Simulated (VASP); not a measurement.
Data:

```
CELL_PARAMETERS angstrom
      1.25353    -2.17118     0.00000
      1.25353     2.17118     0.00000
      0.00000     0.00000     6.51657
ATOMIC_POSITIONS crystal
  B  0.33333 0.66667 0.25000
  B  0.66667 0.33333 0.75000
  N  0.66667 0.33333 0.25000
  N  0.33333 0.66667 0.75000
```

Calculation: PBE GGA with D4 dispersion, VASP's PBE PAW potentials (set 64) (plane waves; VASP). Numerical set-up: 520 eV cut-off, 11×11×4 Γ-centred mesh, tetrahedra with Blöchl corrections, potentials B N.

The cores are frozen, which limits the accuracy of field gradients.

### Question
Give the principal components of the electric field gradient (V/Å²) and the asymmetry η at each nucleus.

### Answer

| atom | Vxx | Vyy | Vzz | η |
|---|---|---|---|---|
| B1 | -17.5 | -17.5 | 35.1 | 0.00 |
| B2 | -17.5 | -17.5 | 35.1 | 0.00 |
| N3 | -0.5 | -0.5 | 1.0 | 0.00 |
| N4 | -0.5 | -0.5 | 1.0 | 0.00 |

The compound is BN in the hex structure. It was relaxed first.
